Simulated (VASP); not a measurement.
Data:

```xyz
2
Lattice="0.0000 1.8122 1.8122 1.8122 0.0000 1.8122 1.8122 1.8122 0.0000" Properties=species:S:1:pos:R:3 pbc="T T T"
B      0.0000     0.0000     0.0000
N      0.9061     0.9061     0.9061
```

All values below come from PBE GGA, VASP's PBE PAW potentials (set 64) (plane waves; VASP). Run with PREC = Normal, EDIFF = 1E-5, 400 eV cut-off, 16×16×16 Γ-centred mesh, Gaussian smearing of 0.050 eV, potentials B N.

At this cut-off the stress carries a Pulay error, which pulls relaxed volumes low.

Problem. Give the stress tensor in GPa (positive for a compressed cell).

Solution. 
```
-5.85   0.00   0.00
 0.00  -5.85   0.00
 0.00   0.00  -5.85
```
The pressure is its mean diagonal, -5.85 GPa.

The compound is BN in the zinc blende structure. It was relaxed first.
